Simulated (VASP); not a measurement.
Energy against volume of Al (fcc). Calculation: PBE GGA with D3 dispersion (Becke-Johnson damping), VASP's PBE PAW potentials (set 64) (plane waves; VASP). Run with 520 eV cut-off, 16×16×16 Γ-centred mesh, first-order Methfessel-Paxton smearing of 0.10 eV, potentials Al.

| V (Å³/atom) | E (eV/atom) |
|---|---|
| 15.263 | -4.09082 |
| 15.735 | -4.09598 |
| 16.207 | -4.09320 |
| 16.679 | -4.08365 |

### Question
Fit these four points and predict the energy of the run at 14.791 Å³/atom.

### Answer
A cubic in V^(−2/3), the third-order Birch-Murnaghan form, passes through the four points with V0 = 15.79 Å³/atom and B0 = 88 GPa, and gives -4.0763 eV/atom there. The run gave -4.0765 eV/atom, -0.2 meV/atom from the fit; all five points give B0 = 88 GPa.

The compound is Al in the fcc structure. It was relaxed first.
